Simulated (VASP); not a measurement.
Input:

```xyz
2
Lattice="2.8051 0.0000 0.0000 0.0000 2.8051 0.0000 0.0000 0.0000 2.8051" Properties=species:S:1:pos:R:3 pbc="T T T"
Ga     1.4026     1.4026     1.4026
Co     0.0000     0.0000     0.0000
```

These are MS2 meta-GGA, VASP's PBE PAW potentials (set 64) (plane waves; VASP 6.6.1) values and carry that method's errors. Numerical set-up: 520 eV cut-off, 13×13×13 Γ-centred mesh, first-order Methfessel-Paxton smearing of 0.10 eV, potentials Ga_d Co.

**Question.** Estimate the energy per atom (σ→0), pressure, band gap (on the k-mesh) with the smallest direct gap where there is one.

**Answer.** 
```
Item                                                         Value
------------------------  ----------------------------------------
band gap (on the k-mesh)  none (metal, semimetal or under 0.01 eV)
energy per atom (σ→0)                               -7391 meV/atom
pressure                                                  6.39 GPa
```

Total energies compare only between runs with the same potentials, cut-off and functional.

The compound is CoGa in the CsCl type structure. This cell is one point of a volume scan, at 0.97 of the reference volume. The run is not spin-polarised, so no magnetic state was tried.
